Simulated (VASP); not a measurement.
```xyz
3
Lattice="-1.8148 1.8148 4.4418 1.8148 -1.8148 4.4418 1.8148 1.8148 -4.4418" Properties=species:S:1:pos:R:3 pbc="T T T"
Hf     0.0000     0.0000     0.0000
Au     0.0000     0.0000     2.9787
Au     0.0000     0.0000     5.9049
```

Calculation: LDA (Ceperley-Alder, Perdew-Zunger), VASP's LDA PAW potentials (set 64) (plane waves; VASP). Settings: 300 eV cut-off, 7×7×7 Γ-centred mesh, Gaussian smearing of 0.10 eV, potentials Hf_pv Au.

At this cut-off the stress carries a Pulay error, which pulls relaxed volumes low.

Task: Give the force on each atom (eV/Å).

Result: 
| atom | Fx | Fy | Fz |
|---|---|---|---|
| Hf1 | 0.000 | 0.000 | 0.000 |
| Au2 | 0.000 | 0.000 | -0.170 |
| Au3 | 0.000 | 0.000 | 0.170 |

Task: Give the stress tensor in GPa (positive for a compressed cell).

Result: 
```
-15.82    0.00    0.00
  0.00  -15.82    0.00
  0.00    0.00  -16.60
```
The pressure is its mean diagonal, -16.08 GPa.

The structure was generated: HfAu2 was put into an ordered model structure, which need not be its known phase. The cell was not relaxed at this level. The k-mesh is coarse (spacing up to 0.35 per Å, 2π included), so the numbers may not be converged in it.
